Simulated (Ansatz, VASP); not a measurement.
# KCl (Sylvite): VASP beside Ansatz

Aim: how closely do two programs agree when they are given the same cell, functional and k mesh? The cell is taken from a series of runs on this material, whose earlier steps may have relaxed, scaled, displaced or heated it; both programs get it as it stands.

Method: plane waves, with VASP 6.6.1 beside it; dielectric response at PBE, in Ansatz 0.2.0.

### Step 1. The structure

It takes space group Fm-3m (No. 225, cubic). The conventional cell has a = 6.293 Å, b = 6.293 Å, c = 6.293 Å, α = 90.00°, β = 90.00°, γ = 90.00°. K has 6 Cl at 3.15 Å nearest. Cl has 6 K at 3.15 Å nearest. Farther neighbours and most contacts between anions are not listed.

### Step 2. Ansatz: dielectric response, PBE

Ansatz runs on its default PAW (the set named soft_2) files.

The response to a field tests empty states and converges slowly with the mesh.

The input, input.yaml:

```yaml
crystal:
  lattice:
    - [0.0, 3.14647, 3.14647]
    - [3.14647, 0.0, 3.14647]
    - [3.14647, 3.14647, 0.0]
  atoms:
    - { symbol: K, position: [0.0, 0.0, 0.0] }
    - { symbol: Cl, position: [0.5, 0.5, 0.5] }
kpoints:
  mp_grid: { grid: [6, 6, 6] }
hamiltonian:
  xc: pbe
scf:
  occupations: { method: fixed }
dielectric: {}
```

Run with:

```
ansatz run input.yaml --threads 4 --pin off --max-ram 5529MiB --backend cpu --events-out ev --progress --plain --runs-dir out
```

Numbers of over 12 decimals in the logs are rounded to 6 here.

The program printed:

```text
Engine: ansatz 0.2.0, aarch64-unknown-linux-gnu
Pseudopotentials: kind: paw
Pseudopotential: K, paw, valence charge 9, recommended cutoff 420 eV (normal), K.paw.azcp
Pseudopotential: Cl, paw, valence charge 7, recommended cutoff 420 eV (normal), Cl.paw.azcp
Functional definition: PBE
  parameter kappa = 0.804
  parameter beta = 0.066725
  exchange = pbe_x(kappa = kappa, mu = beta*pi^2/3)
  correlation = pbe_c(beta = beta)
Crystal: 2 atoms, lattice volume = 62.302 Å³
Basis set: ecut = 420 eV, 1243 PW (Γ), exchange–correlation on 60×60×60 points (8 copies of the dense FFT grid, shifted against one another)
Bands: 12, of which v1, the nominal top of the filled ones, is band 8 counted from 1 (7 counted from 0)
Symmetry: 48 space group operations
k-points: 30 of 216 (irreducible under 8 space group operations, time reversal used)
Non-local potential: K, projectors of the file, l = 0: 3, l = 1: 2, l = 2: 2
Non-local potential: Cl, projectors of the file, l = 0: 2, l = 1: 2, l = 2: 2
PAW form: soft (Blöchl's): semilocal exchange-correlation on the pseudo side does not see the compensation charge
PAW one-centre angular grid: K, 110 points (default); XC on 64 Gauss nodes
PAW one-centre angular grid: Cl, 110 points (default); XC on 64 Gauss nodes
Initial density: superposition of atomic densities (neutral atoms: chi_scale 0, normalization atom), corrected by the library's trained network
Initial wavefunctions: pseudopotential atomic-orbital guess
Functional: x = pbe(κ = 0.804, μ = 0.219515), c = pbe(β = 0.066725)
SCF iter   1: F=—  HF=-2621.220253 eV  |F-HF|=—  |Δ(HF+E_count)|=         —  Δρ=2.13e-4  dr2=1.73e-5  ethr=1.77e-3  ⟨swp⟩=4.5  Hψ=1953  notcnv=0  defer=44
preconditioner: auto → none  [insulator: Δε(μ)=5.182 eV  Ē_g=15.282 eV  n_scr=14 (ndim 8)  ℏωp=17.6 eV  f_vac=0.081  ε∞_Penn≈2.3]
SCF iter   2: F=—  HF=-2621.220082 eV  |F-HF|=—  |Δ(HF+E_count)|=   1.71e-4  Δρ=2.57e-4  dr2=6.14e-5  ethr=1.08e-7  ⟨swp⟩=3.6  Hψ=1093  notcnv=0  defer=56
SCF iter   3: F=—  HF=-2621.220067 eV  |F-HF|=—  |Δ(HF+E_count)|=   1.50e-5  Δρ=1.30e-4  dr2=1.43e-5  ethr=1.08e-7  ⟨swp⟩=2.0  Hψ=510  notcnv=0  defer=28
SCF iter   4: F=—  HF=-2621.220067 eV  |F-HF|=—  |Δ(HF+E_count)|=   9.25e-8  Δρ=3.53e-5  dr2=1.01e-6  ethr=8.97e-8  ⟨swp⟩=2.0  Hψ=570  notcnv=0  defer=3
SCF iter   5: F=—  HF=-2621.220065 eV  |F-HF|=—  |Δ(HF+E_count)|=   1.43e-6  Δρ=1.51e-5  dr2=1.89e-7  ethr=6.31e-9  ⟨swp⟩=2.0  Hψ=446  notcnv=0
SCF iter   6: F=—  HF=-2621.220065 eV  |F-HF|=—  |Δ(HF+E_count)|=   6.21e-8  Δρ=1.25e-6  dr2=1.19e-9  ethr=1.18e-9  ⟨swp⟩=2.0  Hψ=466  notcnv=0
SCF iter   7: F=—  HF=-2621.220065 eV  |F-HF|=—  |Δ(HF+E_count)|=  1.52e-10  Δρ=5.49e-7  dr2=2.71e-10  ethr=7.42e-12  ⟨swp⟩=2.1  Hψ=546  notcnv=0
SCF iter   8: F=-2621.220065 eV  HF=-2621.220065 eV  |F-HF|=3.18e-11  |Δ(HF+E_count)|=  8.37e-11  Δρ=2.13e-7  dr2=4.02e-11  ethr=1.00e-12  ⟨swp⟩=4.5  Hψ=1471  notcnv=0
SCF 1 converged in 8 iterations: F = -2621.220065 eV  dr2 = 4.02e-11
  greatest PAW one-centre occupation: 0.987 electrons in one spin orbital (limit 2), on the K atom at site 0 (counted from 0), in its partial waves of l = 0
NSCF: frozen V_eff on 2 k-points
DFPT response loops at Γ: preconditioner auto → none (the input reference at scf.mixing.eps_inf says where Resta's filter doesn't serve); β = 0.50; Broyden in place of MSR1
SCF converged after 8 iterations
Free energy (F): -2621.220065 eV
Harris-Foulkes:  -2621.220065 eV  (|F-HF|=3.18e-11)
Internal energy: -2621.220065 eV  (E = F + TS)
E sigma→0 (E₀):  -2621.220065 eV
Fermi energy:    0.853490 eV
--- Per-component energies (eV) ---
  E_band       = -131.538291
  E_kinetic    = 416.291613
  E_local      = -835.236974  (includes V_loc(G=0)·N_el)
  E_nonlocal   = 41.058285
  E_hartree    = 280.130152
  E_xc         = -243.260410
  E_vxc        = -288.139749  (∫ρ·V_xc dr)
  E_paw        = -1441.182172  (= ΣΔE_a)
  E_vpaw       = -25.771932  (= ΣTr[D̂ρ^β])
  E_aug_tail   = 0.000085  (compensation charges beyond the density's cutoff)
  E_ewald      = -839.020646
  E_smearing   = -0.000000  (= −TS)
  E_closure    = 0.000000  (closes the sum)
  Σ components = -2621.220065   (vs F -2621.220065, Δ=0.00e0)
--- Band table (eV; the first three rows and the last of 30) ---
  k-point 0: bands = [... 4 lower, -9.7996, 0.8535, 0.8535, 0.8535, 6.0425, 9.2167, 9.2167, 9.2167]
  k-point 1: bands = [... 4 lower, -9.7349, 0.5400, 0.7677, 0.7677, 6.6771, 9.0484, 9.5582, 9.5582]
  k-point 2: bands = [... 4 lower, -9.6155, 0.0237, 0.6054, 0.6054, 7.9022, 9.1160, 10.4836, 10.4836]
  k-point 29: bands = [... 4 lower, -9.7453, 0.2830, 0.4310, 0.4960, 8.1014, 9.7692, 9.9173, 10.9949]
--- Dielectric response (ions clamped): 1 representative field direction + reference, on 30 of 216 k-points (Σ response iterations 8) ---
  k mesh reduced under 8 symmetry operations, with k and −k counted as one. Each operation leaves every solved perturbation unchanged. A smaller set is not considered because the run solves the response to a homogeneous field
  ε∞ (high-frequency dielectric tensor):
        2.322385     0.000000    -0.000000
        0.000000     2.322385    -0.000000
       -0.000000    -0.000000     2.322385
  Born effective charges Z* (e; rows j = field, columns β = displacement):
    site 0:
         1.12520   -0.00000    0.00000
         0.00000    1.12520    0.00000
         0.00000   -0.00000    1.12520
    site 1:
        -1.12520    0.00000    0.00000
         0.00000   -1.12520   -0.00000
         0.00000    0.00000   -1.12520
  Z* charge neutrality: 1.489e-6 e pre-enforcement
  k-mesh period / interband length: 26.7 Å / 1.16 Å = 22.93 at k = (0.0000, 0.0000, 0.0000), direct gap 5.189 eV — 14 or more, which is no proof of convergence
```

Reading the cycles: dr2 is the Hartree energy of the density residual (eV), the measure of convergence; HF is the Harris–Foulkes estimate of the energy, which meets the free energy F at convergence.

(Continued in part 2 of 2.)

[Lines on the potential files, build, host, timing and source positions are cut from VASP's logs without a mark.]

[Logs are printed without paths, hosts, clocks, repeated set-up lines and the standing remarks that a program may print on its own settings, such as how far it seeks lower states.]

[Hosts, paths, dates, database ids (printed as entryN), source tags and the programs' standing remarks are cut or masked in the printed files.]
